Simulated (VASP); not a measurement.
Input:

```
PbS
1.0
    0.00000     3.01314     3.01314
    3.01314     0.00000     3.01314
    3.01314     3.01314     0.00000
Pb S
1 1
Cartesian
  0.00000   0.00000   0.00000
  3.01314   3.01314   3.01314
```

Computed with revTPSS meta-GGA, VASP's PBE PAW potentials (set 64) (plane waves; VASP). Numerical set-up: 520 eV cut-off, 8×8×8 Γ-centred mesh, Gaussian smearing of 0.050 eV, potentials Pb_d S.

Unless said otherwise, spin-orbit coupling is left out, though it shifts the bands of the heavy elements here.

Q: Predict the energy per atom (σ→0), pressure, band gap (on the k-mesh) with the smallest direct gap where there is one.

A: 
- band gap (on the k-mesh) = 0.50 eV
- smallest direct gap (on the k-mesh) = 0.50 eV
- energy per atom (σ→0) = 16.937 eV/atom
- pressure = -1.52 GPa

The compound is PbS in the rock salt structure. This cell is one point of a volume scan, at 1.03 of the reference volume.
